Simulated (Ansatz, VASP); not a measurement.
## Cu (Cu(100)-(3x1) missing row) in two plane-wave programs

One calculation is typed for both programs; each brings its own data sets. How far apart do they land? The cell is taken from a series of runs on this material, whose earlier steps may have relaxed, scaled, displaced or heated it; both programs get it as it stands.

Calculated with Ansatz 0.2.0; plane waves, with VASP 6.6.1 beside it; single point at PBE with D3(BJ).

## 1. Set-up

The cell holds 11 atoms: 11 Cu. Cell: a = 7.658 Å, b = 2.553 Å, c = 22.415 Å, α = 90.0°, β = 90.0°, γ = 90.0°. Vacuum lies along c.

As a file:

```
Cu
1.0
     7.65797    0.00000    0.00000
     0.00000    2.55266    0.00000
     0.00000    0.00000   22.41500
Cu
11
Direct
  0.16667 0.50000 0.37921
  0.50000 0.50000 0.37921
  0.83333 0.50000 0.37921
  0.00000 0.00000 0.45974
  0.33333 0.00000 0.45974
  0.66667 0.00000 0.45974
  0.16667 0.50000 0.53760
  0.50571 0.50000 0.54031
  0.82762 0.50000 0.54031
  0.00297 0.00000 0.61368
  0.33036 0.00000 0.61368
```

## 2. VASP: single point, PBE with D3(BJ)

With cell and atoms fixed, the geometry can't cause a difference; cores, projectors, grids and the points listed under the comparison can.

Lines of VASP's logs that name or quote its potential files are left out, and so is its time.

Input file INCAR:

```
SYSTEM = Cu
PREC = Accurate
ENCUT = 520
EDIFF = 1E-06
NELM = 120
ISMEAR = -1
SIGMA = 0.05
LREAL = .FALSE.
ALGO = Normal
GGA = PE
IVDW = 12
NBANDS = 75
LASPH = .TRUE.
LORBIT = 11
LWAVE = .FALSE.
LCHARG = .FALSE.
ISIF = 2
LDIPOL = .TRUE.
IDIPOL = 3
DIPOL = 0.5 0.5 0.487
LVHAR = .TRUE.
GGA_COMPAT = .FALSE.
NELMDL = -8
KPAR = 2
```

Input file POSCAR:

```
Cu
1.0
    7.6579664403      0.0000000000      0.0000000000
    0.0000000000      2.5526554801      0.0000000000
    0.0000000000      0.0000000000     22.4150000000
Cu
11
Direct
    0.1666666667      0.5000000000      0.3792103502
    0.5000000017      0.5000000000      0.3792103502
    0.8333333317      0.5000000000      0.3792103502
    0.0000000017      0.0000000000      0.4597367834
    0.3333333317      0.0000000000      0.4597367834
    0.6666666667      0.0000000000      0.4597367834
    0.1666666667      0.5000000000      0.5376011847
    0.5057141270      0.5000000000      0.5403148331
    0.8276192063      0.5000000000      0.5403148331
    0.0029718964      0.0000000000      0.6136786844
    0.3303614369      0.0000000000      0.6136786844
```

Input file KPOINTS:

```
Automatic mesh
0
Gamma
8 24 1
0 0 0
```

The projector-augmented-wave data sets are Cu (PBE family, release 64).

Launch:

```sh
$ mpirun -np 2 vasp_std
```

Numbers of over 12 decimals in the logs are rounded to 6 here.

The program printed:

```text
[banner, memory and clock lines left out]
running    2 mpi-ranks, on    1 nodes
 distrk:  each k-point on    1 cores,    2 groups
 distr:  one band on    1 cores,    1 groups

 POSCAR found type information on POSCAR Cu
 POSCAR found :  1 types and      11 ions
 LDA part: xc-table for (Slater+PW92), standard interpolation
 POSCAR, INCAR and KPOINTS ok, starting setup
 FFT: planning ... GRIDC
 FFT: planning ... GRID_SOFT
 FFT: planning ... GRID
 WAVECAR not read
 entering main loop
       N       E                     dE             d eps       ncg     rms          rms(c)
DAV:   1     0.107499205269E+04    0.10750E+04   -0.50243E+04  9750   0.185E+03
DAV:   2     0.734501983367E+02   -0.10015E+04   -0.96777E+03  9750   0.406E+02
DAV:   3    -0.401251571194E+02   -0.11358E+03   -0.10616E+03 10279   0.192E+02
DAV:   4    -0.453560212198E+02   -0.52309E+01   -0.51406E+01 10858   0.549E+01
DAV:   5    -0.454918481594E+02   -0.13583E+00   -0.13550E+00 11509   0.715E+00
DAV:   6    -0.454979611009E+02   -0.61129E-02   -0.61106E-02 12187   0.122E+00
DAV:   7    -0.454982927787E+02   -0.33168E-03   -0.33165E-03 13585   0.253E-01
DAV:   8    -0.454983019755E+02   -0.91968E-05   -0.91965E-05 12082   0.339E-02    0.234E+01
DAV:   9    -0.410355658863E+02    0.44627E+01   -0.96664E+01 10669   0.122E+02    0.126E+01
DAV:  10    -0.371632347139E+02    0.38723E+01   -0.18580E+01 11702   0.738E+01    0.346E+00
DAV:  11    -0.372024270790E+02   -0.39192E-01   -0.35705E+00 11217   0.396E+01    0.146E+00
DAV:  12    -0.372328355214E+02   -0.30408E-01   -0.10687E+00 11980   0.125E+01    0.220E+00
DAV:  13    -0.371795862618E+02    0.53249E-01   -0.15009E-01 11149   0.778E+00    0.139E+00
DAV:  14    -0.371594921814E+02    0.20094E-01   -0.28104E-01 11167   0.769E+00    0.603E-01
[...]
DAV:  25    -0.371496345436E+02   -0.37979E-04   -0.33652E-05 11209   0.868E-02    0.384E-03
DAV:  26    -0.371497028349E+02   -0.68291E-04   -0.15301E-05 10229   0.455E-02    0.784E-03
DAV:  27    -0.371497337910E+02   -0.30956E-04   -0.42568E-06  8348   0.272E-02    0.296E-03
DAV:  28    -0.371497398659E+02   -0.60749E-05   -0.10050E-06  6526   0.109E-02    0.102E-03
DAV:  29    -0.371497448597E+02   -0.49938E-05   -0.72257E-07  6387   0.122E-02    0.101E-03
DAV:  30    -0.371497460736E+02   -0.12139E-05   -0.29365E-07  6686   0.749E-03    0.590E-04
DAV:  31    -0.371497488565E+02   -0.27829E-05   -0.14676E-07  6231   0.315E-03    0.525E-04
DAV:  32    -0.371497496458E+02   -0.78923E-06   -0.92898E-08  6331   0.340E-03
   1 F= -.41407795E+02 E0= -.41393604E+02  d E =-.283835E-01
```

From OUTCAR (step 2):

```text
ion  position               nearest neighbor table
   1  0.167  0.500  0.379-   5 2.55   5 2.55   4 2.55   4 2.55   2 2.55   3 2.55
   2  0.500  0.500  0.379-   3 2.55   6 2.55   6 2.55   1 2.55   5 2.55   5 2.55
   3  0.833  0.500  0.379-   2 2.55   6 2.55   6 2.55   1 2.55   4 2.55   4 2.55
   4  0.000  0.000  0.460-   7 2.51   7 2.51   5 2.55   1 2.55   1 2.55   6 2.55   3 2.55   3 2.55
                             9 2.58   9 2.58
   5  0.333  0.000  0.460-   7 2.51   7 2.51   4 2.55   1 2.55   1 2.55   6 2.55   2 2.55   2 2.55
                             8 2.58   8 2.58
   6  0.667  0.000  0.460-   9 2.53   9 2.53   8 2.53   8 2.53   3 2.55   3 2.55   2 2.55   2 2.55
                             4 2.55   5 2.55
   7  0.167  0.500  0.538-  11 2.47  11 2.47  10 2.47  10 2.47   5 2.51   5 2.51   4 2.51   4 2.51
                             8 2.60   9 2.60
   8  0.506  0.500  0.540-   9 2.47  11 2.48  11 2.48   6 2.53   6 2.53   5 2.58   5 2.58   7 2.60

  LATTYP: Found a simple orthorhombic cell.
 ALAT       =     2.5526554801
 B/A-ratio  =     3.0000000000
 C/A-ratio  =     8.7810518007

 Subroutine GETGRP returns: Found  4 space group operations
 (whereof  2 operations were pure point group operations)

The static configuration has the point symmetry C_1h.
 The point group associated with its full space group is C_2v.

 Found     65 irreducible k-points:

   k-points           NKPTS =     65   k-points in BZ     NKDIM =     65   number of bands    NBANDS=     75

   dimension x,y,z NGX =    60 NGY =   20 NGZ =  168
   dimension x,y,z NGXF=   120 NGYF=   40 NGZF=  336

   ENCUT  =  520.0 eV  38.22 Ry    6.18 a.u.  14.24  4.75 41.68*2*pi/ulx,y,z

   NELECT =     121.0000    total number of electrons

 k-points in reciprocal lattice and weights: Automatic mesh
   0.00000000  0.00000000  0.00000000       0.005
   0.12500000  0.00000000  0.00000000       0.010
   0.25000000  0.00000000  0.00000000       0.010
   0.37500000  0.00000000  0.00000000       0.010
   0.50000000  0.00000000  0.00000000       0.005
   0.00000000  0.04166667  0.00000000       0.010
   0.12500000  0.04166667  0.00000000       0.021
   0.25000000  0.04166667  0.00000000       0.021
   0.37500000  0.04166667  0.00000000       0.021
[...]
0.37500000  0.50000000  0.00000000       0.010
   0.50000000  0.50000000  0.00000000       0.005

 dipolmoment           0.000000      0.000000     -0.019030 electrons x Angstroem

 average (electrostatic) potential at core
       1 -71.6876       2 -71.6998       3 -71.6998       4 -72.1256       5 -72.1256
       6 -72.1442       7 -72.2079       8 -71.9562       9 -71.9562      10 -71.6695
      11 -71.6695

 E-fermi :  -0.8035

 k-point     1 :       0.0000    0.0000    0.0000
  band No.  band energies     occupation
    ...
     60      -2.2931      2.00000
     61      -2.2494      2.00000
     62      -2.2159      2.00000
     63      -1.1344      1.99733
     64      -0.7947      0.91161
     65      -0.3969      0.00059
     66       0.7489      0.00000
     67       1.5210      0.00000
     68       2.1104      0.00000
     69       3.3803      0.00000
    ...

 k-point     2 :       0.1250    0.0000    0.0000
  band No.  band energies     occupation
    ...
     60      -2.2451      2.00000
     61      -2.2154      2.00000
     62      -2.1314      2.00000
     63      -1.2632      1.99980
     64      -0.7895      0.86099
     65      -0.1892      0.00001
     66       0.7381      0.00000
     67       1.3571      0.00000
     68       1.7575      0.00000
     69       2.9770      0.00000
    ...

 k-point     3 :       0.2500    0.0000    0.0000
  band No.  band energies     occupation
    ...
     59      -2.2481      2.00000
     60      -2.2092      2.00000
     61      -2.0307      2.00000
     62      -1.8063      2.00000
     63      -1.4764      2.00000
     64      -0.6533      0.09447
     65       0.0470      0.00000
     66       0.6248      0.00000
     67       0.8053      0.00000
     68       1.4370      0.00000
    ...

 Edisp (eV)   -4.25805

  Total      -5.15082    -6.01644    -1.21281     0.00000     0.00000     0.00000
  in kB     -18.83401   -21.99916    -4.43463     0.00000     0.00000     0.00000
  external pressure =      -15.09 kB  Pullay stress =        0.00 kB

  energy-cutoff  :      520.00
  volume of cell :      438.17
      direct lattice vectors                 reciprocal lattice vectors
     7.657966440  0.000000000  0.000000000     0.130582970  0.000000000  0.000000000
     0.000000000  2.552655480  0.000000000     0.000000000  0.391748909  0.000000000
     0.000000000  0.000000000 22.415000000     0.000000000  0.000000000  0.044612982

 POSITION                                       TOTAL-FORCE (eV/Angst)
 -----------------------------------------------------------------------------------
      1.27633      1.27633      8.50000         0.000000      0.000000      0.236226
      3.82898      1.27633      8.50000         0.020193      0.000000      0.238826
      6.38164      1.27633      8.50000        -0.020193      0.000000      0.238826
      0.00000      0.00000     10.30500        -0.088771      0.000000     -0.292060
      2.55266      0.00000     10.30500         0.088771      0.000000     -0.292060
      5.10531      0.00000     10.30500         0.000000      0.000000     -0.170842
      1.27633      1.27633     12.05033         0.000000      0.000000     -0.004998
      3.87274      1.27633     12.11116         0.019357      0.000000     -0.003213
      6.33788      1.27633     12.11116        -0.019357      0.000000     -0.003213
      0.02276      0.00000     13.75561        -0.004115      0.000000      0.026254
      2.52990      0.00000     13.75561         0.004115      0.000000      0.026254
 -----------------------------------------------------------------------------------
    total drift:                               -0.000000     -0.000000     -0.003091

  FREE ENERGIE OF THE ION-ELECTRON SYSTEM (eV)
  ---------------------------------------------------
  free  energy   TOTEN  =       -41.4077953471 eV

  energy  without entropy=      -41.3794118617  energy(sigma->0) =      -41.39360360

 vacuum level on the upper side and lower side of the slab         3.503         3.679

 total charge
# of ion       s       p       d       tot
------------------------------------------
    1        0.442   0.258   9.211   9.911
    2        0.442   0.260   9.207   9.910
    3        0.442   0.260   9.207   9.910
    4        0.443   0.380   9.180  10.004
    5        0.443   0.380   9.180  10.004
    6        0.450   0.387   9.171  10.008
    7        0.454   0.409   9.182  10.045
    8        0.451   0.344   9.180   9.975
    9        0.451   0.344   9.180   9.975
   10        0.461   0.246   9.227   9.934
   11        0.461   0.246   9.227   9.934
--------------------------------------------------
tot          4.941   3.516 101.152 109.608

[... 3 further parts left out ...]
```

Dispersion corrections of this kind ignore metallic screening and tend to overbind metals.

(Part 1 of 2 ends here.)

[Lines on the potential files, build, host, timing and source positions are cut from VASP's logs without a mark.]

[Logs are printed without paths, hosts, clocks, repeated set-up lines and the standing remarks that a program may print on its own settings, such as how far it seeks lower states.]

[Hosts, paths, dates, database ids (printed as entryN), source tags and the programs' standing remarks are cut or masked in the printed files.]
